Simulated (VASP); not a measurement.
CdTe:

```
CELL_PARAMETERS angstrom
0.00000 3.31040 3.31040
3.31040 0.00000 3.31040
3.31040 3.31040 0.00000
ATOMIC_POSITIONS crystal
Cd 0.00000 0.00000 0.00000
Te 0.25000 0.25000 0.25000
```

The cell was built by a generator and needn't be a form met in nature.

* Program: VASP 6.6.1
* Task: relaxation of cell and atoms
* Functional: r2SCAN
* Potentials or basis: VASP PAW PBE potentials, release 64 (Cd, Te)
* Cutoff: 600 eV
* k mesh: 6 × 6 × 6
* Occupations: fermi-dirac, width 0.02 eV
* Spin: no spin polarisation

At the start: pressure -1.0 GPa; volume 36.28 Å³/atom.

Problem. How do energy, volume and symmetry change on relaxing?

Solution. Over 3 steps the energy falls by 3.2 meV/atom and the volume is 35.31 Å³/atom (-2.7 %); space group F-43m (No. 216, to 0.05 Å).

Step by step:
| step | energy change (eV) | largest force (eV/Å) | pressure (GPa) | volume (Å³) |
| --- | --- | --- | --- | --- |
| 1 | 0.0000 | 0.0000 | -1.01 | 72.56 |
| 2 | -0.0060 | 0.0000 | 0.26 | 70.19 |
| 3 | -0.0063 | 0.0000 | 0.01 | 70.62 |

Final structure:
```
Cd Te
1.0
     0.00000    3.28066    3.28066
     3.28066    0.00000    3.28066
     3.28066    3.28066    0.00000
Cd Te
1 1
Direct
  0.00000 0.00000 0.00000
  0.25000 0.25000 0.25000
```

Caveat: the PAW data sets were made with another functional, which shifts forces and pressure a little.
